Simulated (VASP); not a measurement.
Computed with PBE GGA, VASP's PBE PAW potentials (set 64) (plane waves; VASP).

A VASP calculation is set up with these files.

**KPOINTS**
```
Automatic mesh
0
Gamma
6 6 4
0 0 0
```

INCAR:
```
SYSTEM = SbAs
PREC = Accurate
ENCUT = 725
EDIFF = 1E-6
NELM = 100
ALGO = Normal
LREAL = .FALSE.
LASPH = .TRUE.
ISMEAR = 0
SIGMA = 0.05
GGA = PE
LMAXMIX = 4
LWAVE = .FALSE.
LCHARG = .FALSE.
ISIF = 2
```

POSCAR:
```
SbAs
4.2518410
  1.0000000000   0.0000000000   0.0000000000
 -0.5000001176   0.8660253288   0.0000000000
  0.0000000000   0.0000000000   1.3937553168
As Sb
2 2
Cart
  0.0000000000   0.0000000000   0.0000000000
  0.0000000000   0.0000000000   0.6968776584
 -0.0000005784   0.5773505079   0.3484388292
  0.5000004608   0.2886748209   1.0453164876
```

POTCAR, in this order: As Sb (PBE.64 set). Program: vasp_std.

What VASP printed:

### OUTCAR
```
 ion  position               nearest neighbor table
   1  0.000  0.000  0.000-   3 2.87   4 2.87   3 2.87   4 2.87   4 2.87   3 2.87
   2  0.000  0.000  0.500-   3 2.87   4 2.87   3 2.87   4 2.87   4 2.87   3 2.87
   3  0.333  0.667  0.250-   1 2.87   2 2.87   1 2.87   2 2.87   1 2.87   2 2.87
   4  0.667  0.333  0.750-   1 2.87   2 2.87   1 2.87   2 2.87   1 2.87   2 2.87
  LATTYP: Found a hexagonal cell.
 ALAT       =     4.2518410000
 C/A-ratio  =     1.3937553168
 Subroutine PRICEL returns:
 Original cell was already a primitive cell.
 Subroutine GETGRP returns: Found 24 space group operations
The static configuration has the point symmetry D_3d.
 The point group associated with its full space group is D_6h.
The dynamic configuration has the point symmetry D_3d.
 Subroutine INISYM returns: Found 24 space group operations
 Subroutine IBZKPT returns following result:
 Found     21 irreducible k-points:

 Following reciprocal coordinates:
            Coordinates               Weight
  0.000000  0.000000  0.000000      1.000000
  0.166667  0.000000  0.000000      6.000000
  0.333333  0.000000  0.000000      6.000000
  0.500000  0.000000  0.000000      3.000000
  0.166667  0.166667  0.000000      6.000000
  0.333333  0.166667  0.000000     12.000000
  0.333333  0.333333  0.000000      2.000000
  0.000000  0.000000  0.250000      2.000000
  0.166667  0.000000  0.250000     12.000000
  0.333333  0.000000  0.250000     12.000000
  0.500000  0.000000  0.250000      6.000000
  0.166667  0.166667  0.250000     12.000000
  0.333333  0.166667  0.250000     24.000000
  0.333333  0.333333  0.250000      4.000000
  0.000000  0.000000  0.500000      1.000000
  0.166667  0.000000  0.500000      6.000000
  0.333333  0.000000  0.500000      6.000000
  0.500000  0.000000  0.500000      3.000000
  0.166667  0.166667  0.500000      6.000000
  0.333333  0.166667  0.500000     12.000000
  0.333333  0.333333  0.500000      2.000000
   k-points           NKPTS =     21   k-points in BZ     NKDIM =     21   number of bands    NBANDS=     14
   number of dos      NEDOS =    301   number of ions     NIONS =      4
   total plane-waves  NPLWV =  86400
   dimension x,y,z NGX =    40 NGY =   40 NGZ =   54
   dimension x,y,z NGXF=    80 NGYF=   80 NGZF=  108
   ions per type =               2   2
   PREC   = accura    normal or accurate (medium, high low for compatibility)
   ISTART =      0    job   : 0-new  1-cont  2-samecut
   ICHARG =      2    charge: 1-file 2-atom 10-const
   ISPIN  =      1    spin polarized calculation?
   LNONCOLLINEAR =      F non collinear calculations
   LSORBIT =      F    spin-orbit coupling
   INIWAV =      1    electr: 0-lowe 1-rand  2-diag
   ENCUT  =  725.0 eV  53.29 Ry    7.30 a.u.   9.33  9.33 13.01*2*pi/ulx,y,z
   NELM   =    100;   NELMIN=  2; NELMDL= -5     # of ELM steps
   EDIFF  = 0.1E-05   stopping-criterion for ELM
   LREAL  =      F    real-space projection
   NLSPLINE    = F    spline interpolate recip. space projectors
   LMAXMIX     =    4 max onsite mixed and CHGCAR
   VOSKOWN=      0    Vosko Wilk Nusair interpolation
   EDIFFG = 0.1E-04   stopping-criterion for IOM
   NSW    =      0    number of steps for IOM
   NBLOCK =      1;   KBLOCK =      1    inner block; outer block
   IBRION =     -1    ionic relax: 0-MD 1-quasi-New 2-CG
   NFREE  =      0    steps in history (QN), initial steepest desc. (CG)
   ISIF   =      2    stress and relaxation
   ISYM   =      2    0-nonsym 1-usesym 2-fastsym
   TEIN   =    0.0    initial temperature
   TEBEG  =    0.0;   TEEND  =   0.0 temperature during run
   SMASS  =  -3.00    Nose mass-parameter (am)
   PSTRESS=    0.0 pullay stress
   NELECT =      20.0000    total number of electrons
   EFERMI =   0.00;   METHOD = LEGACY
   ISMEAR =     0;   SIGMA  =   0.05  broadening in eV -4-tet -1-fermi 0-gaus
...
```

OSZICAR:
```
       N       E                     dE             d eps       ncg     rms          rms(c)
DAV:   1     0.108710832023E+03    0.10871E+03   -0.92807E+03   588   0.156E+03
DAV:   2    -0.851426584217E+01   -0.11723E+03   -0.11445E+03   744   0.206E+02
DAV:   3    -0.160887208512E+02   -0.75745E+01   -0.74861E+01   750   0.537E+01
DAV:   4    -0.162088853715E+02   -0.12016E+00   -0.11910E+00   686   0.731E+00
DAV:   5    -0.162112303841E+02   -0.23450E-02   -0.23402E-02   784   0.915E-01    0.482E+00
DAV:   6    -0.161220462139E+02    0.89184E-01   -0.28839E-01   680   0.225E+00    0.296E+00
DAV:   7    -0.161169304766E+02    0.51157E-02   -0.30721E-02   690   0.102E+00    0.850E-01
DAV:   8    -0.161157685201E+02    0.11620E-02   -0.29538E-03   708   0.308E-01    0.116E-01
DAV:   9    -0.161157857244E+02   -0.17204E-04   -0.57667E-04   684   0.148E-01    0.709E-02
DAV:  10    -0.161157829205E+02    0.28040E-05   -0.20413E-05   738   0.312E-02    0.341E-02
DAV:  11    -0.161157831346E+02   -0.21417E-06   -0.27514E-05   676   0.279E-02    0.731E-03
DAV:  12    -0.161157826439E+02    0.49069E-06   -0.35537E-06   502   0.113E-02
   1 F= -.16115783E+02 E0= -.16112509E+02  d E =-.654689E-02
```

**OUTCAR**
```
------------------------ aborting loop because EDIFF is reached ----------------------------------------
  FORCE on cell =-STRESS in cart. coord.  units (eV):
  Direction    XX          YY          ZZ          XY          YZ          ZX
  --------------------------------------------------------------------------------------
  Total        3.8532258      3.8532252      8.7692178     -0.0000005     -0.0000000      0.0000000
  in kB       66.5406241     66.5406126    151.4339531     -0.0000090     -0.0000000      0.0000000
  external PRESSURE =      94.8383966 kB  Pullay stress =       0.0000000 kB
  volume of cell :       92.78
      direct lattice vectors                 reciprocal lattice vectors
     4.251841000  0.000000000  0.000000000     0.235192238  0.135788346  0.000000000
    -2.125921000  3.682202000  0.000000000     0.000000000  0.271576627  0.000000000
     0.000000000  0.000000000  5.926026000     0.000000000  0.000000000  0.168747150
 POSITION                                       TOTAL-FORCE (eV/Angst)
 -----------------------------------------------------------------------------------
      0.00000      0.00000      0.00000         0.000000      0.000000      0.000000
      0.00000      0.00000      2.96301         0.000000      0.000000      0.000000
     -0.00000      2.45480      1.48151        -0.000000      0.000000     -0.000000
      2.12592      1.22740      4.44452         0.000000     -0.000000      0.000000
 -----------------------------------------------------------------------------------
    total drift:                                0.000000     -0.000000      0.000000
  FREE ENERGIE OF THE ION-ELECTRON SYSTEM (eV)
  ---------------------------------------------------
  free  energy   TOTEN  =       -16.1157826439 eV

  energy  without entropy=      -16.1092357552  energy(sigma->0) =      -16.11250920
```
(Selected blocks of OUTCAR.)

The structure was generated: SbAs was put into the NiAs type (P6_3/mmc), which need not be its known phase. The cell was not relaxed at this level. The run is one of a series of settings (ENCUT = 725 against the base run), some of them coarse on purpose.
